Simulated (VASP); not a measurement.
ScAl3N4:

```
Al Sc N
1.0
     6.48000    0.00000    0.00000
    -3.24000    5.61184    0.00000
     0.00000    0.00000    5.05000
Al Sc N
6 2 8
Direct
  0.16667 0.83333 0.00000
  0.33333 0.66667 0.50000
  0.66667 0.33333 0.00000
  0.83333 0.16667 0.50000
  0.66667 0.83333 0.00000
  0.83333 0.66667 0.50000
  0.16667 0.33333 0.00000
  0.33333 0.16667 0.50000
  0.16667 0.33333 0.38200
  0.33333 0.16667 0.88200
  0.16667 0.83333 0.38200
  0.33333 0.66667 0.88200
  0.66667 0.33333 0.38200
  0.83333 0.16667 0.88200
  0.66667 0.83333 0.38200
  0.83333 0.66667 0.88200
```

The cell was built by a generator and needn't be a form met in nature.

```yaml
Program: VASP 6.6.1
Task: relaxation of cell and atoms
Functional: PBE
Potentials_or_basis: VASP PAW PBE potentials, release 64 (Al, Sc_sv, N)
Cutoff: 600 eV
k_mesh: 4 × 4 × 5
Occupations: gaussian, width 0.05 eV
Spin: no spin polarisation
```

At the start: pressure 4.0 GPa; volume 11.48 Å³/atom.

**Question.** How do energy, volume and symmetry change on relaxing?

**Answer.** Over 18 steps the energy falls by 94.7 meV/atom and the volume is 11.51 Å³/atom (+0.3 %); space group Cmc2_1 (No. 36, to 0.05 Å).

The path:
```
step  energy change (eV)  largest force (eV/Å)  pressure (GPa)  volume (Å³)
   1              0.0000                3.9145            4.05       183.64
   2             -1.2204                0.7795           -5.93       191.43
   3             -1.3267                0.6975           -4.25       189.58
   4             -1.4733                0.4268            2.17       182.30
   5             -1.4835                0.3665            0.77       183.74
   6             -1.5020                0.2077           -0.07       184.47
   7             -1.5023                0.1897           -0.19       184.57
   8             -1.5106                0.0880           -0.21       184.51
   9             -1.5116                0.1092           -0.22       184.47
  10             -1.5141                0.0409            0.19       184.01
  11             -1.5141                0.0409            0.19       184.00
  12             -1.5147                0.0280           -0.09       184.27
  13             -1.5147                0.0283           -0.07       184.25
  14             -1.5149                0.0167            0.00       184.19
  15             -1.5149                0.0220            0.02       184.17
  16             -1.5150                0.0112            0.01       184.18
  17             -1.5150                0.0118            0.01       184.19
  18             -1.5151                0.0049           -0.02       184.22
```

Final structure:
```xyz
16
Lattice="6.4794 0.0169 0.0000 -3.2251 5.6197 0.0000 0.0000 0.0000 5.0516" Properties=species:S:1:pos:R:3 pbc="T T T"
Al   -1.6094    4.6620    5.0490
Al    0.0114    3.7760    2.5232
Al    3.2644    1.8979    5.0490
Al    4.8421    0.9373    2.5232
Al    1.6169    4.7031    5.0292
Al    3.2645    3.7518    2.5034
Sc   -0.0488    1.9070    5.0063
Sc    1.6759    0.9113    2.4805
N    -0.0732    1.9211    2.0898
N     1.7003    0.8972    4.6156
N    -1.6084    4.5482    1.8941
N     0.0105    3.8899    4.4200
N     3.3635    1.9540    1.8941
N     4.7430    0.8812    4.4200
N     1.6403    4.6896    1.9138
N     3.2411    3.7653    4.4396
```
